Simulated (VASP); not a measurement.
**Hg3Ge: equation of state with PBE**

Hg3Ge:

```
Hg Ge
1.0
     6.47046    0.00000    0.00000
    -3.23523    5.60358    0.00000
     0.00000    0.00000    5.24724
Hg Ge
6 2
Direct
  0.16863 0.33727 0.25000
  0.16863 0.83137 0.25000
  0.66273 0.83137 0.25000
  0.83137 0.66273 0.75000
  0.83137 0.16863 0.75000
  0.33727 0.16863 0.75000
  0.33333 0.66667 0.75000
  0.66667 0.33333 0.25000
```

The cell comes from a database or a generator and needn't be the stable form of this composition.

| Property | Result |
| --- | --- |
| Program | VASP 6.6.1 |
| Task | equation of state |
| Functional | PBE |
| Potentials or basis | VASP PAW PBE potentials, release 64 (Hg, Ge_d) |
| Cutoff | 520 eV |
| k mesh | 5 × 5 × 5 |
| Occupations | fermi-dirac, width 0.05 eV |
| Spin | no spin polarisation |
| Further INCAR settings | ALGO = Normal; EDIFF = 1e-07; NBANDS = 60 |

- Equilibrium volume: 23.78 Å³/atom
- Bulk modulus at fixed shape and positions: 43 GPa
- Pressure derivative of the bulk modulus: 6.3

Energy against volume, from the lowest point:
```csv
volume (Å³/atom),energy (meV/atom)
22.355,13.26
22.830,5.58
23.306,1.31
23.782,0.00
24.257,1.24
24.733,4.68
25.209,10.04
```

All runs of the series together: 21 min on 1 thread of Intel(R) Xeon(R) Platinum 8488C (Sapphire Rapids) (shared host).

Caveat: the cell was scaled at fixed shape and fractional positions, which overstates the stiffness of a crystal with free parameters, most of all of layers and chains. Spin-orbit coupling is left out, which matters for the levels of Hg.
